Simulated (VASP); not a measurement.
Here is the system:

```
CELL_PARAMETERS angstrom
      3.13051     0.00000     0.00000
      0.00000     3.13051     0.00000
      0.00000     0.00000     3.13051
ATOMIC_POSITIONS crystal
  Zn 0.50000 0.50000 0.50000
  Au 0.00000 0.00000 0.00000
```

All values below come from rev-vdW-DF2, VASP's PBE PAW potentials (set 64) (plane waves; VASP 6.6.1). Settings: 520 eV cut-off, 12×12×12 Γ-centred mesh, first-order Methfessel-Paxton smearing of 0.10 eV, potentials Zn Au.

Unless said otherwise, spin-orbit coupling is left out, though it shifts the bands of the heavy elements here.

Q: What does the run give for the energy per atom (σ→0), pressure, band gap (on the k-mesh) with the smallest direct gap where there is one?

A: 
| Property | Value |
|---|---|
| band gap (on the k-mesh) | none (metal, semimetal or under 0.01 eV) |
| energy per atom (σ→0) | 0.094 eV/atom |
| pressure | 4.30 GPa |

Only differences to runs with the same potentials and settings are physical.

The compound is AuZn in the CsCl type structure. This cell is one point of a volume scan, at 0.97 of the reference volume. The electron count is odd and the run is not spin-polarised, which forces a metal.
